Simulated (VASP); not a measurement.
Output of a VASP run:

**OSZICAR**
```
       N       E                     dE             d eps       ncg     rms          rms(c)
DAV:   1     0.273891484872E+04    0.27389E+04   -0.72442E+04 17943   0.347E+03
DAV:   2     0.350465634622E+03   -0.23884E+04   -0.22998E+04 12616   0.103E+03
DAV:   3    -0.616644509715E+02   -0.41213E+03   -0.38536E+03 12978   0.264E+02
DAV:   4    -0.936915774709E+02   -0.32027E+02   -0.30468E+02 14389   0.796E+01
DAV:   5    -0.947302286271E+02   -0.10387E+01   -0.10339E+01 13744   0.155E+01    0.319E+01
DAV:   6    -0.912292537596E+02    0.35010E+01   -0.18446E+01 14062   0.189E+01    0.104E+01
DAV:   7    -0.911832616639E+02    0.45992E-01   -0.29042E+00 14874   0.138E+01    0.878E+00
DAV:   8    -0.909005551055E+02    0.28271E+00   -0.16462E+00 13391   0.936E+00    0.547E+00
DAV:   9    -0.906990903589E+02    0.20146E+00   -0.34944E-01 13834   0.434E+00    0.525E-01
DAV:  10    -0.906999745070E+02   -0.88415E-03   -0.48147E-02 16461   0.142E+00    0.298E-01
DAV:  11    -0.906997366180E+02    0.23789E-03   -0.73948E-03 13363   0.641E-01    0.146E-01
DAV:  12    -0.906995347776E+02    0.20184E-03   -0.11197E-03 13339   0.296E-01    0.421E-02
DAV:  13    -0.906995236377E+02    0.11140E-04   -0.65768E-05 15149   0.643E-02    0.104E-02
DAV:  14    -0.906995233281E+02    0.30964E-06   -0.11088E-05 17621   0.175E-02    0.377E-03
DAV:  15    -0.906995227312E+02    0.59682E-06   -0.62906E-07 11613   0.435E-03    0.126E-03
DAV:  16    -0.906995228011E+02   -0.69846E-07   -0.73677E-08  7325   0.174E-03
   1 F= -.90699523E+02 E0= -.90699523E+02  d E =0.000000E+00
```

### OUTCAR
```
------------------------ aborting loop because EDIFF is reached ----------------------------------------
  FORCE on cell =-STRESS in cart. coord.  units (eV):
  Direction    XX          YY          ZZ          XY          YZ          ZX
  --------------------------------------------------------------------------------------
  Total        0.1865124      0.0574641      0.1509940      0.0000000      0.0000000      0.0000000
  in kB        1.8268665      0.5628537      1.4789682      0.0000000      0.0000000      0.0000000
  external PRESSURE =       1.2895628 kB  Pullay stress =       0.0000000 kB
  volume of cell :      163.57
      direct lattice vectors                 reciprocal lattice vectors
     5.399772470  0.000000000  0.000000000     0.185192988  0.000000000  0.000000000
     0.000000000  4.000183827  0.000000000     0.000000000  0.249988511  0.000000000
     0.000000000  0.000000000  7.572792530     0.000000000  0.000000000  0.132051683
 POSITION                                       TOTAL-FORCE (eV/Angst)
 -----------------------------------------------------------------------------------
      2.86361      1.00005      6.00289         0.008880     -0.000000     -0.011326
      0.16372      1.00005      5.35630         0.008880     -0.000000      0.011326
      2.53616      3.00014      1.56990        -0.008880     -0.000000      0.011326
      5.23605      3.00014      2.21649        -0.008880     -0.000000     -0.011326
      0.89059      1.00005      0.52215        -0.054931     -0.000000      0.028845
      3.59048      1.00005      3.26424        -0.054931     -0.000000     -0.028845
      4.50918      3.00014      7.05064         0.054931     -0.000000     -0.028845
      1.80930      3.00014      4.30855         0.054931      0.000000      0.028845
      3.83181      1.00005      0.78683        -0.006403     -0.000000      0.015549
      1.13193      1.00005      2.99957        -0.006403      0.000000     -0.015549
      1.56796      3.00014      6.78596         0.006403     -0.000000     -0.015549
      4.26784      3.00014      4.57322         0.006403     -0.000000      0.015549
 -----------------------------------------------------------------------------------
    total drift:                                0.000000     -0.000000      0.000000
  FREE ENERGIE OF THE ION-ELECTRON SYSTEM (eV)
  ---------------------------------------------------
  free  energy   TOTEN  =       -90.6995228011 eV

  energy  without entropy=      -90.6995228011  energy(sigma->0) =      -90.69952280

 total charge

# of ion       s       p       d       tot
------------------------------------------
    1        0.334   6.271   7.257  13.861
    2        0.334   6.271   7.257  13.861
    3        0.334   6.271   7.257  13.861
    4        0.334   6.271   7.257  13.861
    5        0.348   6.295   7.289  13.933
    6        0.348   6.295   7.289  13.933
    7        0.348   6.295   7.289  13.933
    8        0.348   6.295   7.289  13.933
    9        1.087   1.244  10.160  12.491
   10        1.087   1.244  10.160  12.491
   11        1.087   1.244  10.160  12.491
   12        1.087   1.244  10.160  12.491
--------------------------------------------------
tot          7.076  55.238  98.825 161.139

 Electric field gradients after diagonalization (V/A^2)
 (convention: |V_zz| > |V_xx| > |V_yy|)
----------------------------------------------------------------------
 ion       V_xx      V_yy      V_zz     asymmetry (V_yy - V_xx)/ V_zz
----------------------------------------------------------------------
   1      13.558     9.936   -23.495       0.154
   2      13.558     9.936   -23.495       0.154
   3      13.558     9.936   -23.495       0.154
   4      13.558     9.936   -23.495       0.154
   5      13.894     4.071   -17.965       0.547
   6      13.894     4.071   -17.965       0.547
   7      13.894     4.071   -17.965       0.547
   8      13.894     4.071   -17.965       0.547
   9     -34.793   -24.785    59.578       0.168
  10     -34.793   -24.785    59.578       0.168
  11     -34.793   -24.785    59.578       0.168
  12     -34.793   -24.785    59.578       0.168
```
(Selected blocks of OUTCAR.)

File POSCAR:
```
GeRh2
1
    5.3997724703    -0.0000000000     0.0000000000
   -0.0000000000     4.0001838269     0.0000000000
    0.0000000000     0.0000000000     7.5727925304
Rh Ge
8 4
Direct
  0.5303200629   0.2500000000   0.7926915435
  0.0303200629   0.2500000000   0.7073084565
  0.4696799371   0.7500000000   0.2073084565
  0.9696799371   0.7500000000   0.2926915435
  0.1649308885   0.2500000000   0.0689512257
  0.6649308885   0.2500000000   0.4310487743
  0.8350691115   0.7500000000   0.9310487743
  0.3350691115   0.7500000000   0.5689512257
  0.7096250494   0.2500000000   0.1039019630
  0.2096250494   0.2500000000   0.3960980370
  0.2903749506   0.7500000000   0.8960980370
  0.7903749506   0.7500000000   0.6039019630
```

**Question.** Write an INCAR and KPOINTS that could have produced this output.

**Answer.** This is not unique; one that fits is the input of the run itself, PBEsol GGA, plane waves, VASP's PBE PAW potentials (set 64).

### KPOINTS
```
K-points
0
gamma
 7 9 5
```

### INCAR
```
ALGO = Normal
EDIFF = 1E-7
ENCUT = 400
GGA = PS
ISIF = 2
ISMEAR = -5
LASPH = T
LCHARG = T
LEFG = T
LMAXMIX = 4
LORBIT = 11
LREAL = F
LWAVE = F
NEDOS = 601
NELM = 100
PREC = Accurate
SYSTEM = GeRh2
```

POTCAR, in this order: Rh_pv Ge_d (PBE.64 set). Program: vasp_std.

For a metal the tetrahedron method with Blöchl corrections gives inexact stress and forces.

The structure was generated: GeRh2 was put into the Co2Si type (Pnma), which need not be its known phase. It was relaxed first.
